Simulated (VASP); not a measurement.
GeSb4Te7:

```
Te Sb Ge
1.0
     4.28930    0.00000    0.00000
    -2.14465    3.71464    0.00000
     0.00000    0.00000   24.63778
Te Sb Ge
7 4 1
Direct
  0.00000 0.00000 0.28102
  0.00000 0.00000 0.00000
  0.33333 0.66667 0.56861
  0.66667 0.33333 0.43139
  0.00000 0.00000 0.71898
  0.66667 0.33333 0.15027
  0.33333 0.66667 0.84973
  0.66667 0.33333 0.65025
  0.33333 0.66667 0.08110
  0.33333 0.66667 0.34975
  0.66667 0.33333 0.91890
  0.00000 0.00000 0.50000
```

The cell is a database's computed one.

| Item | Value |
| --- | --- |
| Program | VASP 6.6.1 |
| Task | single point |
| Functional | PBE |
| Potentials or basis | VASP PAW PBE potentials, release 64 (Te, Sb, Ge_d) |
| Cutoff | 520 eV |
| k mesh | 7 × 7 × 2 |
| Occupations | fermi-dirac, width 0.05 eV |
| Spin | no spin polarisation |

On this cell: pressure 0.7 GPa; largest force 0.143 eV/Å; band gap on the k mesh 0.40 eV, direct.

The same run follows on a disturbed copy (atoms moved at random, drawn with an rms of 0.05 Å):

```xyz
12
Lattice="4.2893 0.0000 0.0000 -2.1447 3.7146 0.0000 0.0000 0.0000 24.6378" Properties=species:S:1:pos:R:3 pbc="T T T"
Te   -0.0088    0.0083    6.8839
Te    0.0069    0.0049   -0.0503
Te   -0.0311    2.4761   13.9345
Te    2.1639    1.2501   10.6130
Te    0.0003    0.0424   17.7236
Te    2.1916    1.2592    3.7012
Te    0.0081    2.4353   20.9129
Sb    2.1195    1.2459   16.0655
Sb    0.0426    2.4871    2.0150
Sb    0.0034    2.4865    8.5859
Sb    2.1043    1.2554   22.6101
Ge    0.0501   -0.0448   12.3235
```

Q: What does the disturbed cell give?

A: The energy moves by +4.6 meV/atom; pressure 0.7 GPa; largest force 0.501 eV/Å; band gap on the k mesh 0.42 eV, direct.

Forces on the atoms (eV/Å):
```
Te   0.024  0.044 -0.125
Te   0.028 -0.022  0.179
Te   0.180  0.009  0.445
Te  -0.073 -0.032 -0.125
Te  -0.115 -0.098  0.284
Te  -0.032 -0.068  0.194
Te  -0.110  0.184 -0.208
Sb   0.094  0.034 -0.491
Sb  -0.035  0.049 -0.330
Sb   0.030 -0.051  0.163
Sb   0.139 -0.130  0.172
Ge  -0.131  0.081 -0.157
```

Stress tensor (GPa, compression positive):
```
 0.97  0.02 -0.06
 0.02  0.65 -0.35
-0.06 -0.35  0.60
```

Caveats: spin-orbit coupling is left out, which moves the levels of the heavy elements; an odd mesh through Γ misses points on the zone boundary, where band edges often lie; this functional lacks dispersion, which binds the layers, so the pressure and a relaxed spacing across them are unreliable (some runs).
